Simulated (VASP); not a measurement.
OSZICAR of a VASP run on Cs (bcc):

OSZICAR:
```
       N       E                     dE             d eps       ncg     rms          rms(c)
DAV:   1     0.493903339005E+02    0.49390E+02   -0.25801E+03  1152   0.636E+02
DAV:   2     0.333063327090E+01   -0.46060E+02   -0.45589E+02  1528   0.117E+02
DAV:   3    -0.794534083655E+00   -0.41252E+01   -0.41234E+01  1208   0.431E+01
DAV:   4    -0.845942593450E+00   -0.51409E-01   -0.51408E-01  2032   0.575E+00
DAV:   5    -0.846028304722E+00   -0.85711E-04   -0.85708E-04  1624   0.142E-01    0.133E-01
DAV:   6    -0.846436776919E+00   -0.40847E-03   -0.14878E-03  1928   0.222E-01    0.895E-02
DAV:   7    -0.847320729609E+00   -0.88395E-03   -0.36348E-03  1400   0.358E-01    0.376E-02
DAV:   8    -0.847426607493E+00   -0.10588E-03   -0.14103E-04  1672   0.905E-02    0.407E-03
DAV:   9    -0.847428187668E+00   -0.15802E-05   -0.30857E-06  1944   0.107E-02    0.270E-03
DAV:  10    -0.847427508405E+00    0.67926E-06   -0.84901E-07  1568   0.506E-03
   1 F= -.84742751E+00 E0= -.84683980E+00  d E =-.176312E-02
```

### Question
Which electronic solver shows in the log?

### Answer
It is blocked Davidson (ALGO = Normal, or the opening steps of other solvers). The INCAR had ALGO = Normal.

### Question
Can the final energy be trusted as converged?

### Answer
The calculation finished and met its thresholds. It stopped with EDIFF = 1E-6, NELM = 100 (PBE GGA, plane waves, VASP's PBE PAW potentials (set 64)).

The compound is Cs in the bcc structure. The cell was not relaxed at this level. The run is one of a series of settings (KPOINTS 12×12×12 Γ-centred mesh against the base run), some of them coarse on purpose.
